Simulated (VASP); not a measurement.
Given:

```
GaZnPS
1.0
    1.89040     1.09142     6.18184
   -1.89040     1.09142     6.18184
    0.00000    -2.18285     6.18184
Zn Ga P S
1 1 1 1
Cartesian
  0.00000   0.00000  18.52022
  0.00000   0.00000   9.29194
  0.00000   0.00000  16.21627
  0.00000   0.00000   6.97205
```

Calculation: LDA (Ceperley-Alder, Perdew-Zunger), VASP's LDA PAW potentials (set 64) (plane waves; VASP). Numerical set-up: 400 eV cut-off, Gaussian smearing of 0.050 eV, potentials Zn Ga_d P S.

### Question
Give the energies of bands 9 to 21 at the high-symmetry points, in eV from the valence-band maximum.

### Answer

| band | Γ | T | H2 | L | S0 | F |
|---|---|---|---|---|---|---|
| 9 | -7.17 | -7.17 | -6.97 | -7.06 | -6.97 | -7.01 |
| 10 | -6.90 | -7.17 | -6.79 | -7.02 | -6.79 | -6.84 |
| 11 | -6.75 | -6.75 | -6.78 | -6.70 | -6.77 | -6.70 |
| 12 | -6.75 | -6.75 | -6.69 | -6.70 | -6.71 | -6.68 |
| 13 | -6.48 | -3.97 | -6.24 | -5.94 | -6.21 | -6.61 |
| 14 | -1.46 | -3.50 | -5.62 | -5.39 | -5.59 | -5.81 |
| 15 | -1.46 | -1.30 | -3.91 | -3.69 | -4.11 | -3.05 |
| 16 | -0.21 | -1.30 | -3.69 | -2.65 | -3.55 | -2.88 |
| 17 | 0.00 | -0.30 | -2.76 | -2.45 | -2.83 | -1.20 |
| 18 | 0.00 | -0.30 | -1.59 | -1.82 | -1.63 | -0.98 |
| 19 | 1.81 | 2.43 | 2.86 | 2.57 | 2.82 | 1.78 |
| 20 | 2.30 | 2.94 | 3.67 | 3.50 | 4.34 | 2.10 |
| 21 | 4.53 | 4.91 | 5.53 | 4.48 | 4.89 | 2.95 |

The gap is indirect, 1.78 eV, from the valence maximum at Γ to the conduction minimum at F.

The structure comes from a computed database's ZnGaPS entry (R3m); how it stands against other phases isn't given here. It was relaxed first, which changed the volume by -7 %.
